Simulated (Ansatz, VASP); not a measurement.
# Co3Sn2S2: VASP beside Ansatz

Aim: how closely do two programs agree when they are given the same cell, functional and k mesh?

Program: Ansatz 0.2.0. Level of theory: plane waves, with VASP 6.6.1 beside it; relaxation of cell and atoms at PBEsol, DFT+U. Results are calculated unless marked as measured.

### Step 1. Set-up

It takes space group R-3m (No. 166, trigonal). Conventional cell: a = 5.357 Å, b = 5.357 Å, c = 13.127 Å, α = 90.00°, β = 90.00°, γ = 120.00°. Nearest to Co lie 2 S at 2.17 Å. Nearest to Sn lie 6 Co at 2.68 Å and 2 S at 2.85 Å. Sn has 6 Co at 2.68 Å and 6 S at 3.16 Å nearest. Nearest to S lie 3 Co at 2.17 Å and 4 Sn at 2.85 to 3.16 Å. Farther neighbours and most contacts between anions are not listed.

Structure file:

```xyz
7
Lattice="2.6787 1.5465 4.3758 -2.6787 1.5465 4.3758 0.0000 -3.0931 4.3758" Properties=species:S:1:pos:R:3 pbc="T T T"
Co    0.0000   -1.5465    2.1879
Co    1.3393    0.7733    2.1879
Co   -1.3393    0.7733    2.1879
Sn    0.0000    0.0000    6.5637
Sn    0.0000    0.0000    0.0000
S     0.0000    0.0000    3.7151
S     0.0000    0.0000    9.4123
```

### Step 2. VASP: relaxation of cell and atoms, PBEsol, DFT+U

The relaxed volume is the usual yardstick between codes: its relative difference is about their pressure difference at one cell divided by the bulk modulus.

Lines of VASP's logs that name or quote its potential files are left out, and so is its time.

Input file INCAR:

```
SYSTEM = Co3Sn2S2
PREC = Accurate
ENCUT = 400
EDIFF = 1E-06
NELM = 100
ISMEAR = 0
SIGMA = 0.05
LREAL = .FALSE.
ALGO = Normal
GGA = PS
NBANDS = 45
ISPIN = 2
MAGMOM = 2 2 2 0 0 0 0
LDAU = .TRUE.
LDAUTYPE = 2
LDAUL = 2 -1 -1
LDAUU = 5 0 0
LDAUJ = 0 0 0
LDAUPRINT = 1
LASPH = .TRUE.
LMAXMIX = 4
LORBIT = 11
LWAVE = .FALSE.
LCHARG = .FALSE.
KPAR = 4
IBRION = 2
NSW = 60
ISIF = 3
EDIFFG = -0.01
```

Input file POSCAR:

```
Co3Sn2S2
1.0
    2.6786950000      1.5465452793      4.3758000000
   -2.6786950000      1.5465452793      4.3758000000
    0.0000000000     -3.0930905587      4.3758000000
Co Sn S
3 2 2
Direct
    0.0000000000      0.0000000000      0.5000000000
    0.5000000000      0.0000000000      0.0000000000
    0.0000000000      0.5000000000      0.0000000000
    0.5000000000      0.5000000000      0.5000000000
    0.0000000000      0.0000000000      0.0000000000
    0.2830000000      0.2830000000      0.2830000000
    0.7170000000      0.7170000000      0.7170000000
```

Input file KPOINTS:

```
Automatic mesh
0
Gamma
6 6 6
0 0 0
```

PAW data sets: Co, Sn_d and S (PBE family, release 64).

Launch:

```bash
mpirun -np 4 vasp_std
```

Numbers of over 12 decimals in the logs are rounded to 6 here.

Log:

```text
[banner, memory and clock lines left out]
running    4 mpi-ranks, on    1 nodes
 distrk:  each k-point on    1 cores,    4 groups
 distr:  one band on    1 cores,    1 groups

 POSCAR found type information on POSCAR CoSnS
 POSCAR found :  3 types and       7 ions
|                                                                             |
|               ----> ADVICE to this user running VASP <----                  |
|                                                                             |
|     You enforced a specific xc type in the INCAR file but a different       |
|     [... a line on the potential file left out ...]
|     I HOPE YOU KNOW WHAT YOU ARE DOING!                                     |
|                                                                             |

 LDA part: xc-table for (Slater+PW92), standard interpolation
 POSCAR, INCAR and KPOINTS ok, starting setup
 FFT: planning ... GRIDC
 FFT: planning ... GRID_SOFT
 FFT: planning ... GRID
 WAVECAR not read
 entering main loop
       N       E                     dE             d eps       ncg     rms          rms(c)
DAV:   1     0.622339451029E+03    0.62234E+03   -0.25298E+04  5859   0.179E+03
DAV:   2     0.654685957473E+02   -0.55687E+03   -0.53148E+03  5760   0.480E+02
DAV:   3    -0.264526028203E+02   -0.91921E+02   -0.87922E+02  6154   0.185E+02
DAV:   4    -0.320644050363E+02   -0.56118E+01   -0.55151E+01  6642   0.476E+01
DAV:   5    -0.322469765254E+02   -0.18257E+00   -0.18240E+00  7551   0.841E+00    0.233E+01
DAV:   6    -0.347553004769E+02   -0.25083E+01   -0.30284E+01  6564   0.670E+01    0.208E+01
DAV:   7    -0.310396824236E+02    0.37156E+01   -0.12462E+01  6713   0.528E+01    0.830E+00
DAV:   8    -0.316622348719E+02   -0.62255E+00   -0.17871E+00  7987   0.120E+01    0.588E+00
DAV:   9    -0.317758451544E+02   -0.11361E+00   -0.39789E-01  7268   0.661E+00    0.238E+00
DAV:  10    -0.318765809868E+02   -0.10074E+00   -0.18329E-01  8947   0.394E+00    0.121E+00
DAV:  11    -0.319813940025E+02   -0.10481E+00   -0.10952E-01  7790   0.253E+00    0.109E+00
DAV:  12    -0.320159499257E+02   -0.34556E-01   -0.28135E-02  7202   0.148E+00    0.107E+00
DAV:  13    -0.320376175027E+02   -0.21668E-01   -0.13490E-02  7944   0.940E-01    0.996E-01
DAV:  14    -0.320928766271E+02   -0.55259E-01   -0.52821E-02  8324   0.240E+00    0.776E-01
[...]
DAV:  18    -0.321490212258E+02   -0.41481E-02   -0.34237E-03  8126   0.923E-01    0.115E-01
DAV:  19    -0.321498862193E+02   -0.86499E-03   -0.25492E-03  7795   0.463E-01    0.846E-02
DAV:  20    -0.321499675374E+02   -0.81318E-04   -0.72670E-04  6308   0.206E-01    0.621E-02
DAV:  21    -0.321500484513E+02   -0.80914E-04   -0.84421E-05  7623   0.110E-01    0.255E-02
DAV:  22    -0.321500707451E+02   -0.22294E-04   -0.91149E-05  7782   0.110E-01    0.223E-02
DAV:  23    -0.321500793186E+02   -0.85735E-05   -0.31293E-05  6124   0.530E-02    0.138E-02
DAV:  24    -0.321500817143E+02   -0.23956E-05   -0.73077E-06  7052   0.301E-02    0.472E-03
DAV:  25    -0.321500826115E+02   -0.89727E-06   -0.35826E-06  5150   0.135E-02
   1 F= -.32150083E+02 E0= -.32148717E+02  d E =-.321501E+02  mag=     3.0464
[...]
2 F= -.32167890E+02 E0= -.32166425E+02  d E =-.178074E-01  mag=     3.2571
[...]
3 F= -.32168644E+02 E0= -.32166894E+02  d E =-.185616E-01  mag=     3.2132
[...]
4 F= -.32168648E+02 E0= -.32166915E+02  d E =-.185657E-01  mag=     3.2169
[...]
5 F= -.32170160E+02 E0= -.32168470E+02  d E =-.151184E-02  mag=     3.2267
 trial-energy change:   -0.001512  1 .order   -0.001531   -0.002164   -0.000898
 step:   1.7897(harm=  1.6507)  dis= 0.01014  next Energy=   -32.170531 (dE=-0.188E-02)
 bond charge predicted
       N       E                     dE             d eps       ncg     rms          rms(c)
DAV:   1    -0.321759048282E+02   -0.57448E-02   -0.15469E-01  7282   0.347E+00    0.550E-01
DAV:   2    -0.321741614741E+02    0.17434E-02   -0.38434E-02  6958   0.262E+00    0.450E-01
DAV:   3    -0.321709686228E+02    0.31929E-02   -0.11410E-02  6620   0.166E+00    0.174E-01
DAV:   4    -0.321705291135E+02    0.43951E-03   -0.21078E-03  7584   0.356E-01    0.812E-02
DAV:   5    -0.321704739268E+02    0.55187E-04   -0.17834E-04  7571   0.145E-01    0.419E-02
DAV:   6    -0.321704704635E+02    0.34633E-05   -0.12611E-04  7600   0.590E-02    0.154E-02
DAV:   7    -0.321704691717E+02    0.12918E-05   -0.20957E-05  6844   0.380E-02    0.122E-02
DAV:   8    -0.321704693283E+02   -0.15660E-06   -0.36405E-06  5573   0.938E-03
   6 F= -.32170469E+02 E0= -.32168805E+02  d E =-.182104E-02  mag=     3.2353
 curvature:  -0.84 expect dE=-0.371E-04 dE for cont linesearch -0.106E-04
 trial: gam= 0.00000 g(F)=  0.105E-05 g(S)=  0.433E-04 ort =-0.173E-03 (trialstep = 0.113E+01)
 search vector abs. value=  0.444E-04
 reached required accuracy - stopping structural energy minimisation
```

From OUTCAR (step 2):

```text
ion  position               nearest neighbor table
   1  0.000  0.000  0.500-   6 2.17   7 2.17   4 2.68   4 2.68   3 2.68   2 2.68   2 2.68   3 2.68
                             5 2.68   5 2.68
   2  0.500  0.000  0.000-   6 2.17   7 2.17   3 2.68   3 2.68   1 2.68   4 2.68   1 2.68   4 2.68
                             5 2.68   5 2.68
   3  0.000  0.500  0.000-   6 2.17   7 2.17   2 2.68   2 2.68   1 2.68   1 2.68   4 2.68   4 2.68
                             5 2.68   5 2.68
   4  0.500  0.500  0.500-   1 2.68   1 2.68   2 2.68   2 2.68   3 2.68   3 2.68   6 2.85   7 2.85

  LATTYP: Found a trigonal (rhomboedric) cell.
 ALAT       =     5.3586224763
 COS(alpha) =     0.5002299723

 Subroutine GETGRP returns: Found 12 space group operations
 (whereof 12 operations were pure point group operations)

The static configuration has the point symmetry D_3d.

 Found     32 irreducible k-points:

   k-points           NKPTS =     32   k-points in BZ     NKDIM =     32   number of bands    NBANDS=     45

   dimension x,y,z NGX =    36 NGY =   36 NGZ =   36
   dimension x,y,z NGXF=    72 NGYF=   72 NGZF=   72

   ENCUT  =  400.0 eV  29.40 Ry    5.42 a.u.   8.74  8.74  8.74*2*pi/ulx,y,z

   NELECT =      67.0000    total number of electrons

 k-points in reciprocal lattice and weights: Automatic mesh
   0.00000000  0.00000000  0.00000000       0.005
   0.16666667  0.00000000  0.00000000       0.028
   0.33333333  0.00000000  0.00000000       0.028
   0.50000000  0.00000000  0.00000000       0.014
   0.16666667  0.16666667  0.00000000       0.028
   0.33333333  0.16666667  0.00000000       0.056
   0.50000000  0.16666667  0.00000000       0.056
  -0.33333333  0.16666667  0.00000000       0.056
  -0.16666667  0.16666667  0.00000000       0.028
[...]
-0.33333333  0.50000000  0.33333333       0.028
   0.50000000  0.50000000  0.50000000       0.005

atom =   1  type =  1  l = 2

 onsite density matrix

spin component  1

  0.9157 -0.0000  0.0000  0.0119  0.0000
 -0.0000  0.8296 -0.0039 -0.0000  0.0511
  0.0000 -0.0039  0.9131  0.0000  0.0188
  0.0119 -0.0000  0.0000  0.9191  0.0000
  0.0000  0.0511  0.0188  0.0000  0.9017

spin component  2

  0.8824  0.0000 -0.0000  0.0165  0.0000
  0.0000  0.4281 -0.2062  0.0000 -0.1914
 -0.0000 -0.2062  0.6128  0.0000  0.1765
  0.0165  0.0000  0.0000  0.9028  0.0000
  0.0000 -0.1914  0.1765  0.0000  0.2948

 occupancies and eigenvectors

  o =  0.1566  v =  0.0000  0.0000  0.0000  0.0000  0.0000  0.0000 -0.5286  0.0878 -0.0000 -0.8443      0.0000  0.0000  0.0000  0.0000  0.0000  0.0000  0.0000  0.0000  0.0000  0.0000
  o =  0.3187  v =  0.0000  0.0000  0.0000  0.0000  0.0000  0.0000 -0.6596 -0.6686 -0.0000  0.3434      0.0000  0.0000  0.0000  0.0000  0.0000  0.0000  0.0000  0.0000  0.0000  0.0000
  o =  0.8018  v =  0.0000  0.8765  0.1098  0.0000 -0.4687  0.0000  0.0000  0.0000  0.0000  0.0000      0.0000  0.0000  0.0000  0.0000  0.0000  0.0000  0.0000  0.0000  0.0000  0.0000
  o =  0.8604  v =  0.0000  0.0000  0.0000  0.0000  0.0000  0.0000 -0.5344  0.7384  0.0000  0.4113      0.0000  0.0000  0.0000  0.0000  0.0000  0.0000  0.0000  0.0000  0.0000  0.0000
  o =  0.8732  v =  0.0000  0.0000  0.0000  0.0000  0.0000 -0.8731 -0.0000 -0.0000  0.4875 -0.0000      0.0000  0.0000  0.0000  0.0000  0.0000  0.0000  0.0000  0.0000  0.0000  0.0000
  o =  0.9049  v =  0.0000 -0.3358  0.8371 -0.0000 -0.4319  0.0000  0.0000  0.0000  0.0000  0.0000      0.0000  0.0000  0.0000  0.0000  0.0000  0.0000  0.0000  0.0000  0.0000  0.0000
  o =  0.9054  v = -0.7565 -0.0000  0.0000  0.6540  0.0000  0.0000  0.0000  0.0000  0.0000  0.0000      0.0000  0.0000  0.0000  0.0000  0.0000  0.0000  0.0000  0.0000  0.0000  0.0000
  o =  0.9120  v =  0.0000  0.0000  0.0000  0.0000  0.0000 -0.4875  0.0000  0.0000 -0.8731  0.0000      0.0000  0.0000  0.0000  0.0000  0.0000  0.0000  0.0000  0.0000  0.0000  0.0000
[...]
o =  0.8018  v = -0.4059 -0.4382  0.1098  0.7591  0.2344  0.0000  0.0000  0.0000  0.0000  0.0000      0.0000  0.0000  0.0000  0.0000  0.0000  0.0000  0.0000  0.0000  0.0000  0.0000
  o =  0.8604  v =  0.0000  0.0000  0.0000  0.0000  0.0000 -0.3562 -0.2672 -0.7384  0.4628  0.2057      0.0000  0.0000  0.0000  0.0000  0.0000  0.0000  0.0000  0.0000  0.0000  0.0000
  o =  0.8732  v =  0.0000  0.0000  0.0000  0.0000  0.0000  0.4366 -0.4222  0.0000 -0.2438  0.7561      0.0000  0.0000  0.0000  0.0000  0.0000  0.0000  0.0000  0.0000  0.0000  0.0000
  o =  0.9049  v =  0.3740 -0.1679 -0.8371  0.2908 -0.2159  0.0000  0.0000  0.0000  0.0000  0.0000      0.0000  0.0000  0.0000  0.0000  0.0000  0.0000  0.0000  0.0000  0.0000  0.0000
  o =  0.9054  v =  0.3783 -0.5664  0.0000 -0.3270  0.6552  0.0000  0.0000  0.0000  0.0000  0.0000      0.0000  0.0000  0.0000  0.0000  0.0000  0.0000  0.0000  0.0000  0.0000  0.0000
  o =  0.9120  v =  0.0000  0.0000  0.0000  0.0000  0.0000 -0.2438 -0.7561 -0.0000 -0.4366 -0.4222      0.0000  0.0000  0.0000  0.0000  0.0000  0.0000  0.0000  0.0000  0.0000  0.0000
  o =  0.9294  v =  0.3270  0.6552  0.0000  0.3783  0.5664  0.0000  0.0000  0.0000  0.0000  0.0000      0.0000  0.0000  0.0000  0.0000  0.0000  0.0000  0.0000  0.0000  0.0000  0.0000
  o =  0.9376  v = -0.6673  0.1725 -0.5359 -0.2988  0.3853  0.0000  0.0000  0.0000  0.0000  0.0000      0.0000  0.0000  0.0000  0.0000  0.0000  0.0000  0.0000  0.0000  0.0000  0.0000

 average (electrostatic) potential at core
       1 -78.2672       2 -78.2672       3 -78.2672       4 -97.3149       5 -97.7729
       6 -82.8590       7 -82.8590

 E-fermi :   9.0186

 spin component 1
 k-point     1 :       0.0000    0.0000    0.0000
  band No.  band energies     occupation
    ...
     34       7.3229      1.00000
     35       7.6684      1.00000
     36       7.9903      1.00000
     37       7.9903      1.00000
     38       9.0094      0.60222
     39      12.7960      0.00000
     40      12.7960      0.00000
     41      12.8446      0.00000
     42      12.8446      0.00000
     43      13.6697      0.00000
    ...

 k-point     2 :       0.1667    0.0000    0.0000
  band No.  band energies     occupation
    ...
     32       6.8347      1.00000
     33       6.9083      1.00000
     34       7.7077      1.00000
     35       7.8912      1.00000
     36       8.3194      1.00000
     37       9.0599      0.12133
     38       9.5189      0.00000
     39      12.0743      0.00000
     40      12.3429      0.00000
     41      13.0673      0.00000
    ...

 k-point     3 :       0.3333    0.0000    0.0000
  band No.  band energies     occupation
    ...
     31       6.7135      1.00000
     32       7.0663      1.00000
     33       7.6836      1.00000
     34       7.9828      1.00000
     35       8.0833      1.00000
     36       9.2772      0.00000
     37       9.5194      0.00000
     38      11.1370      0.00000
     39      11.4931      0.00000
     40      11.7645      0.00000
    ...

 k-point     4 :       0.5000    0.0000    0.0000
  band No.  band energies     occupation
    ...
     32       7.1448      1.00000
     33       7.9429      1.00000
     34       8.0641      1.00000
     35       8.8077      1.00000
     36       8.9934      0.76155
     37      10.1903      0.00000
     38      11.0181      0.00000
     39      11.2253      0.00000
     40      12.0286      0.00000
     41      13.1686      0.00000
    ...

 k-point     5 :       0.1667    0.1667    0.0000
  band No.  band energies     occupation
    ...
     33       7.0311      1.00000
     34       7.4515      1.00000
     35       8.4656      1.00000
     36       8.9444      0.98209
     37       8.9956      0.74261
     38       9.5052      0.00000
     39      11.7618      0.00000
     40      12.7206      0.00000
     41      13.0343      0.00000
     42      13.2084      0.00000
    ...

 k-point     6 :       0.3333    0.1667    0.0000
  band No.  band energies     occupation
    ...
     31       6.6566      1.00000
     32       7.0604      1.00000
     33       7.4081      1.00000
     34       7.6450      1.00000
     35       8.7334      1.00000
     36       9.4032      0.00000
     37      10.0175      0.00000
     38      10.7044      0.00000
     39      10.9778      0.00000
     40      12.3711      0.00000
    ...

  Total        0.0557078      0.0557078     -0.0087779      0.0000000      0.0000000      0.0000000
  in kB        0.8086959      0.8086959     -0.1274269      0.0000000      0.0000000      0.0000000
  external PRESSURE =       0.4966549 kB  Pullay stress =       0.0000000 kB

  energy-cutoff  :      400.00
  volume of cell :      110.37
      direct lattice vectors                 reciprocal lattice vectors
     2.682895519  1.548970450  4.426321663     0.186365811  0.107598351  0.075307074
    -2.682895519  1.548970450  4.426321663    -0.186365811  0.107598351  0.075307074
    -0.000000000 -3.097940900  4.426321663     0.000000000 -0.215196703  0.075307074

 POSITION                                       TOTAL-FORCE (eV/Angst)
 -----------------------------------------------------------------------------------
     -0.00000      1.54897     11.06580        -0.000000     -0.000000     -0.000000
     -1.34145     -0.77449     11.06580        -0.000000      0.000000     -0.000000
      1.34145     -0.77449     11.06580        -0.000000     -0.000000     -0.000000
     -0.00000     -0.00000      6.63948        -0.000000      0.000000     -0.000000
     -0.00000     -0.00000     13.27896         0.000000     -0.000000     -0.000000
     -0.00000     -0.00000      3.78396        -0.000000     -0.000000      0.003294
     -0.00000     -0.00000      9.49500         0.000000      0.000000     -0.003294
 -----------------------------------------------------------------------------------
    total drift:                               -0.000000     -0.000000      0.000000

  FREE ENERGIE OF THE ION-ELECTRON SYSTEM (eV)
  ---------------------------------------------------
  free  energy   TOTEN  =       -32.1704693283 eV

  energy  without entropy=      -32.1671402423  energy(sigma->0) =      -32.16880479

 reached required accuracy - stopping structural energy minimisation

 total charge
# of ion       s       p       d       tot
------------------------------------------
    1        0.398   0.494   7.565   8.457
    2        0.398   0.494   7.565   8.457
    3        0.398   0.494   7.565   8.457
    4        1.214   1.082  10.013  12.309
    5        1.228   0.954  10.021  12.203
    6        1.330   2.346   0.000   3.677
    7        1.330   2.346   0.000   3.677
--------------------------------------------------
tot          6.296   8.209  42.730  57.235

 magnetization (x)
# of ion       s       p       d       tot
------------------------------------------
    1        0.009  -0.016   1.358   1.351
    2        0.009  -0.016   1.358   1.351
    3        0.009  -0.016   1.358   1.351
    4        0.011  -0.246   0.005  -0.230
    5        0.014  -0.065  -0.002  -0.053
    6       -0.004  -0.102   0.000  -0.107
    7       -0.004  -0.102   0.000  -0.107
--------------------------------------------------
tot          0.044  -0.564   4.076   3.556

[... 6 further parts left out ...]
```

(Part 1 of 2 ends here.)

[Lines on the potential files, build, host, timing and source positions are cut from VASP's logs without a mark.]

[Logs are printed without paths, hosts, clocks, repeated set-up lines and the standing remarks that a program may print on its own settings, such as how far it seeks lower states.]

[Hosts, paths, dates, database ids (printed as entryN), source tags and the programs' standing remarks are cut or masked in the printed files.]
